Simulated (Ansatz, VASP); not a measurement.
# Cross-check of PbC between VASP and Ansatz, part 2 of 2

Wanted: the spread between two codes on one cell, functional and k mesh. The cell is generated by rule, not measured, and may not be a known phase. The cell is taken from a series of runs on this material, whose earlier steps may have relaxed, scaled, displaced or heated it; both programs get it as it stands.

VASP 6.6.1 and Ansatz 0.2.0.

So far: The starting structure; VASP: zone-centre phonons, PBEsol.

The structure was built from a prototype and need not be the compound's stable phase.

## Step 3: Ansatz: zone-centre phonons, PBEsol

Level of this step: Ansatz beside VASP: Kohn-Sham DFT, plane waves, PBEsol (Ansatz).

Ansatz runs on its default PAW (the set named soft_2) files.

The same cell, functional, mesh and smearing now go to Ansatz, which takes its cutoff from its data sets.

File input.yaml:

```yaml
crystal:
  lattice:
    - [3.7200962643, 0.0, 0.0]
    - [-1.8600481321, 3.2216978694, 0.0]
    - [0.0, 0.0, 6.096187672]
  atoms:
    - { symbol: Pb, position: [0.3333333333, 0.6666666667, -0.000285773] }
    - { symbol: Pb, position: [0.6666666667, 0.3333333333, 0.499714227] }
    - { symbol: C, position: [0.3333333333, 0.6666666667, 0.375285773] }
    - { symbol: C, position: [0.6666666667, 0.3333333333, 0.875285773] }
kpoints:
  mp_grid: { grid: [12, 12, 6] }
hamiltonian:
  xc: pbesol
scf:
  occupations: { method: methfessel_paxton, width: 0.15 }
output:
  eigenvalues: true
phonons:
  method: dfpt
  qmesh: [2, 2, 1]
  temperatures: { t_max: 1000, t_step: 50 }
  qpath:
    path:
      - [[0.0, 0.0, 0.0], [0.5, 0.0, 0.0], [0.33333333, 0.33333333, 0.0], [0.0, 0.0, 0.0], [0.0, 0.0, 0.5], [0.5, 0.0, 0.5], [0.33333333, 0.33333333, 0.5], [0.0, 0.0, 0.5]]
      - [[0.5, 0.0, 0.5], [0.5, 0.0, 0.0]]
      - [[0.33333333, 0.33333333, 0.5], [0.33333333, 0.33333333, 0.0]]
    npoints: 10
```

The run is started by

```
> ansatz run input.yaml --threads 4 --pin off --max-ram 7168MiB --backend cpu --events-out ev --progress --plain --runs-dir out
```

Numbers of over 12 decimals in the logs are rounded to 6 here.

What it wrote:

```text
Engine: ansatz 0.2.0, aarch64-unknown-linux-gnu
Pseudopotentials: kind: paw
Pseudopotential: Pb, paw, valence charge 14, recommended cutoff 420 eV (normal), Pb.paw.azcp
Pseudopotential: C, paw, valence charge 4, recommended cutoff 420 eV (normal), C.paw.azcp
Functional definition: PBEsol
  exchange = pbesol_x
  correlation = pbesol_c
Crystal: 4 atoms, lattice volume = 73.063 Å³
Basis set: ecut = 420 eV, 1401 PW (Γ), exchange–correlation on 50×50×96 points (8 copies of the dense FFT grid, shifted against one another)
Bands: 22, of which v1, the nominal top of the filled ones, is band 18 counted from 1 (17 counted from 0)
Symmetry: 12 space group operations
k-points: 76 of 864 (time reversal used)
Non-local potential: Pb, projectors of the file, l = 0: 2, l = 1: 2, l = 2: 2, l = 3: 2
Non-local potential: C, projectors of the file, l = 0: 2, l = 1: 2, l = 2: 1
PAW form: soft (Blöchl's): semilocal exchange-correlation on the pseudo side does not see the compensation charge
PAW frozen core: Pb, regenerated for the run's functional, and the local potential with it (the file was generated under x = pbe(κ = 0.804, μ = 0.219515), c = pbe(β = 0.066725))
PAW frozen core: C, regenerated for the run's functional, and the local potential with it (the file was generated under x = pbe(κ = 0.804, μ = 0.219515), c = pbe(β = 0.066725))
PAW one-centre angular grid: Pb, 590 points (default); XC on 64 Gauss nodes
PAW one-centre angular grid: C, 110 points (default); XC on 64 Gauss nodes
Initial density: superposition of atomic densities (neutral atoms: chi_scale 0, normalization atom), corrected by the library's trained network
Initial wavefunctions: pseudopotential atomic-orbital guess
Functional: x = pbesol(κ = 0.804, μ = 0.123457), c = pbesol(β = 0.046)
SCF iter   1: F=—  HF=-23997.414113 eV  |F-HF|=—  |Δ(HF+E_count)|=         —  Δρ=8.76e-3  dr2=7.28e-2  ethr=1.77e-3  ⟨swp⟩=6.0  Hψ=8459  notcnv=0
preconditioner: auto → Resta (q_TF=auto, 2.425 Å⁻¹)  ε∞=4.0  [insulator: Δε(μ)=0.166 eV  Ē_g=15.006 eV  σ=0.150 eV  W_gap=0.54  n_scr=22 (ndim 8)  ℏωp=26.1 eV  f_vac=0.008  D(μ)=0.08/eV (n_scr^D=0)  ε∞_Penn≈4.0]
SCF iter   2: F=—  HF=-23997.393658 eV  |F-HF|=—  |Δ(HF+E_count)|=   2.05e-2  S|Δr|=    0.00e0  Δρ=2.03e-3  dr2=2.87e-3  ethr=2.02e-4  ⟨swp⟩=2.0  Hψ=2621  notcnv=0
SCF iter   3: F=—  HF=-23997.393257 eV  |F-HF|=—  |Δ(HF+E_count)|=   4.01e-4  S|Δr|=    0.00e0  Δρ=8.38e-4  dr2=5.27e-4  ethr=7.96e-6  ⟨swp⟩=3.0  Hψ=3167  notcnv=0
SCF iter   4: F=—  HF=-23997.393307 eV  |F-HF|=—  |Δ(HF+E_count)|=   5.03e-5  S|Δr|=    0.00e0  Δρ=2.34e-4  dr2=3.97e-5  ethr=1.46e-6  ⟨swp⟩=2.6  Hψ=3095  notcnv=0
SCF iter   5: F=—  HF=-23997.393325 eV  |F-HF|=—  |Δ(HF+E_count)|=   1.76e-5  S|Δr|=    0.00e0  Δρ=3.58e-5  dr2=9.62e-7  ethr=1.10e-7  ⟨swp⟩=3.0  Hψ=3037  notcnv=0
SCF iter   6: F=—  HF=-23997.393323 eV  |F-HF|=—  |Δ(HF+E_count)|=   2.14e-6  S|Δr|=    0.00e0  Δρ=7.14e-6  dr2=3.03e-8  ethr=2.67e-9  ⟨swp⟩=2.8  Hψ=3301  notcnv=0
SCF iter   7: F=—  HF=-23997.393323 eV  |F-HF|=—  |Δ(HF+E_count)|=   3.21e-8  S|Δr|=    0.00e0  Δρ=1.12e-6  dr2=1.21e-9  ethr=8.42e-11  ⟨swp⟩=3.0  Hψ=3282  notcnv=0
SCF iter   8: F=—  HF=-23997.393323 eV  |F-HF|=—  |Δ(HF+E_count)|=   2.24e-9  S|Δr|=    0.00e0  Δρ=2.98e-7  dr2=7.15e-11  ethr=3.36e-12  ⟨swp⟩=2.0  Hψ=2295  notcnv=0
SCF iter   9: F=-23997.393323 eV  HF=-23997.393323 eV  |F-HF|=0.00e0  |Δ(HF+E_count)|=  5.46e-11  S|Δr|=    0.00e0  Δρ=5.77e-8  dr2=1.99e-12  ethr=1.00e-12  ⟨swp⟩=9.0  Hψ=10270  notcnv=0
SCF 1 converged in 9 iterations: F = -23997.393323 eV  dr2 = 1.99e-12
  greatest PAW one-centre occupation: 0.978 electrons in one spin orbital (limit 2), on the Pb atom at site 1 (counted from 0), in its partial waves of l = 2
NSCF: frozen V_eff on 76 k-points
NSCF: frozen V_eff on 242 k-points
DFPT response loops at q = (0, 0, 0) (fractional): preconditioner auto → Kerker (q_TF=auto, 2.425 Å⁻¹) (partly filled bands, converged f_vac=0.009); β = 1.00, the filter's whole step (`scf.mixing.beta` (0.50) is not read by the response loops under this deck's `scf.mixing.preconditioner`; to damp them name `kerker` or `kerker_dos`, under which they read `scf.mixing.beta`, and type it under 1.00, their step now; both keys bind the ground state too); Broyden in place of MSR1
NSCF: frozen V_eff on 484 k-points
DFPT response loops at q = (0, -0.5, 0) (fractional): mixed as the last ones told, above
SCF converged after 9 iterations
Stability not checked: this state was not tested for a lower state beside it, because cold or Methfessel-Paxton smearing, or corrected tetrahedra, fill the levels in a way that the test cannot read (fill_not_monotonic; see scf.lower_state_search)
Free energy (F): -23997.393323 eV
Harris-Foulkes:  -23997.393323 eV  (|F-HF|=0.00e0)
Internal energy: -23997.393646 eV  (E = F + TS)
E sigma→0 (E₀):  -23997.393404 eV
Entropy (-TS):   0.000324 eV (0.081 meV/atom)
Fermi energy:    10.554762 eV
Step filling:    the computed levels leave a gap of 0.0000 eV = 0.0 smearing widths at the electron count; against every level under it full and every level over it empty, smearing changes F+E_penalty+E_count by +0.099 meV and its σ→0 estimate by +0.018 meV
--- Per-component energies (eV) ---
  E_band       = -46.769535
  E_kinetic    = 753.577906
  E_local      = -2261.143205  (includes V_loc(G=0)·N_el)
  E_nonlocal   = 761.546981
  E_hartree    = 890.767937
  E_xc         = -527.336769
  E_vxc        = -377.171390  (∫ρ·V_xc dr)
  E_paw        = -20714.582384  (= ΣΔE_a)
  E_vpaw       = -705.115863  (= ΣTr[D̂ρ^β])
  E_aug_tail   = 0.000104  (compensation charges beyond the density's cutoff)
  E_ewald      = -2900.390651
  E_core_change = 0.166434  (= ΣΔE_core)
  E_smearing   = 0.000324  (= −TS)
  E_closure    = 0.000000  (closes the sum)
  Σ components = -23997.393323   (vs F -23997.393323, Δ=0.00e0)
--- Band table (eV; the first three rows and the last of 76) ---
  k-point 0: bands = [... 14 lower, 9.2799, 9.4931, 10.4424, 10.5535, 10.5535, 10.7916, 15.8862, 15.8862]
  k-point 1: bands = [... 14 lower, 9.3537, 9.3537, 10.4536, 10.4536, 10.8661, 10.9981, 15.6781, 15.9631]
  k-point 2: bands = [... 14 lower, 9.5627, 9.5627, 10.1941, 10.1941, 11.0813, 11.4500, 15.0960, 15.9413]
  k-point 75: bands = [... 14 lower, 6.3145, 6.3145, 8.7003, 8.7003, 12.8009, 12.8009, 15.3644, 15.3644]
--- Phonons (Γ-DFPT): 4 representative perturbations + reference (Σ response iterations 12) ---
  ASR residual: 2.294e-5 → 0.000e0 eV/Å²; symmetrization residual: 3.062e-6 eV/Å²
  ASR residual per site (eV/Å²): 2.29e-5 2.29e-5 1.69e-5 1.69e-5
  Γ frequencies (cm⁻¹): 0.00 0.00 0.00 60.07 60.07 162.40 467.86 478.71 478.71 484.29 484.29 546.31
--- Phonons (arbitrary-q DFPT): 2 irreducible q on the 2×2×1 mesh ---
  q = [0.0000, 0.0000, 0.0000] (star 1, of the zone-centre solve; hermiticity 4.16e-7, symmetrization 3.03e-11): -0.00 -0.00 0.00 60.07 60.07 162.40 467.86 478.71 478.71 484.29 484.29 546.31
  q = [0.0000, -0.5000, 0.0000] (star 3, 6 solved perturbations on 242 of 864 k-point pairs; hermiticity 2.15e-7, symmetrization 9.42e-11): 61.10 83.07 85.38 105.70 146.55 150.28 493.71 496.03 504.16 521.18 546.78 552.06
  sum rule: each row above includes the acoustic sum rule's correction from the zone centre's row sums; it moved no ω² by more than (0.62 cm⁻¹)²
  mesh force constants: q→R imaginary residual 1.35e-17; ASR residual 2.294e-5 → 0.000e0 eV/Å²; symmetrization residual 1.599e-14 eV/Å²
  interpolated dispersion: 93 rows × 12 modes
  density of states and harmonic sums: on the 20×20×10 q-mesh, interpolated from the force constants of a 2×2×1 supercell (no non-analytic term)
  largest difference from the sums on the solved wave vectors: F 1.52e-1 eV, S 2.17e-4 and C_V 6.46e-5 eV/K
  zero-point energy: 0.227051 eV/cell   skipped modes (ω ≤ 0): 3   left out of the sums: 6.25e-5 of the cell's modes: C_V's classical limit lies that fraction below 3 k_B per atom; for a crystal, a wire or a layer, F and S can be off by more, and a phonons.interpolated_qmesh denser along its periods is the remedy for the sampling
```

The column dr2 measures how far the density is from self-consistency, as an energy; F and HF (Harris–Foulkes) agree once it is small.

## Step 4: Differences

Known differences besides the potentials themselves: VASP's run holds the zone centre alone; the cutoff is 420 eV in Ansatz and 600 eV in VASP; Ansatz makes its cores anew for this functional, VASP keeps those of its PBE data sets. Total energies have different zeros and are not compared.

The two programs side by side:

```tsv
quantity	Ansatz	VASP	difference
optical mode 1 to 2 (cm⁻¹)	60.1	60.1	-0.11 %
optical mode 3 (cm⁻¹)	162.4	162.7	-0.16 %
optical mode 4 (cm⁻¹)	467.9	467.0	+0.19 %
optical mode 5 to 6 (cm⁻¹)	478.7	477.7	+0.21 %
optical mode 7 to 8 (cm⁻¹)	484.3	484.7	-0.07 %
optical mode 9 (cm⁻¹)	546.3	546.7	-0.07 %
```

Modes are paired by rising frequency, not by their patterns, so a pair may set unlike modes beside each other; they are those without the splitting of longitudinal modes.

## Step 5: Summary of results

* r.m.s. difference of the optical zone-centre modes, each program's sorted by frequency (zone-centre phonons, PBEsol): 0.61 cm⁻¹

**Reading.** The r.m.s. difference of the optical zone-centre modes, each program's sorted by frequency is 0.61 cm⁻¹ (zone-centre phonons, PBEsol). Such differences can come from data sets, numerical settings and the points named under the comparisons, not from the functional's error against experiment.

[Lines on the potential files, build, host, timing and source positions are cut from VASP's logs without a mark.]

[Logs are printed without paths, hosts, clocks, repeated set-up lines and the standing remarks that a program may print on its own settings, such as how far it seeks lower states.]

[Hosts, paths, dates, database ids (printed as entryN), source tags and the programs' standing remarks are cut or masked in the printed files.]
